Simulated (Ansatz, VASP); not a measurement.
# Two plane-wave programs on TiSn

Contents of INCAR:

```
PREC = Accurate
ENCUT = 520
EDIFF = 1E-6
ISMEAR = 0
SIGMA = 0.05
LREAL = F
LASPH = T
NELM = 80
ALGO = Normal
ISIF = 2
LWAVE = F
LCHARG = F
GGA = PS
NBANDS = 20
```

KPOINTS

```
Automatic mesh
0
Gamma
  6 6 6
```

File POSCAR:

```
TiSn
1.0
    0.0000000000      2.8100000000      2.8100000000
    2.8100000000      0.0000000000      2.8100000000
    2.8100000000      2.8100000000      0.0000000000
Ti Sn
1 1
Direct
    0.0000000000      0.0000000000      0.0000000000
    0.5000000000      0.5000000000      0.5000000000
```

Input for Ansatz:

```yaml
crystal:
  lattice:
    - [0.0, 2.81, 2.81]
    - [2.81, 0.0, 2.81]
    - [2.81, 2.81, 0.0]
  atoms:
    - { symbol: Ti, position: [0.0, 0.0, 0.0] }
    - { symbol: Sn, position: [0.5, 0.5, 0.5] }
basis:
  ecutwfc: 420
kpoints:
  mp_grid: { grid: [6, 6, 6] }
hamiltonian:
  xc: pbesol
scf:
  occupations: { method: gaussian, width: 0.05 }
output:
  forces: true
  stress: true
  eigenvalues: true
```

The cell comes from a database or a generator and needn't be the stable form of this composition.

Alike in both runs: task single point; functional PBEsol; k mesh 6 × 6 × 6; occupations gaussian, width 0.05 eV; no spin polarisation.

|  | VASP | Ansatz |
| --- | --- | --- |
| version | VASP 6.6.1 | Ansatz 0.2.0 |
| potentials or method | VASP PAW PBE potentials, release 64 (Ti_sv, Sn_d) | scalar-relativistic, plane waves, PAW |
| plane-wave cutoff (eV) | 520 | 420 |
| valence electrons in the cell | 26 | 26 |

```tsv
	VASP	Ansatz	Ansatz less VASP
gap on the k mesh at the Fermi level (eV)	none	none	-
pressure (GPa)	-4.4	-4.5	-0.06
```

A gap of «none» marks a metal or a gap that the smearing closes. The functional is the same, so the differences come from potentials, cutoffs and numerics.

Caveats: the PAW data sets were made with another functional, which shifts forces and pressure a little (VASP).
